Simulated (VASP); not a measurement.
Energy against volume of Ru (hcp). All values below come from r2SCAN meta-GGA, VASP's PBE PAW potentials (set 64) (plane waves; VASP 6.6.1). Settings: 520 eV cut-off, 15×15×9 Γ-centred mesh, first-order Methfessel-Paxton smearing of 0.10 eV, potentials Ru_pv.

Shape and ions are relaxed at each volume.

```
V (Å³/atom)  E (eV/atom)
-----------  -----------
12.741         -25.37248
13.148         -25.41667
13.555         -25.43017
13.961         -25.41786
```

Task: Fit these four points and predict the energy of the run at 14.368 Å³/atom.

Result: A cubic in V^(−2/3), the third-order Birch-Murnaghan form, passes through the four points with V0 = 13.55 Å³/atom and B0 = 339 GPa, and gives -25.3837 eV/atom there. The run gave -25.3839 eV/atom, -0.2 meV/atom from the fit; all five points give B0 = 338 GPa.

The compound is Ru in the hcp structure. It was relaxed first.
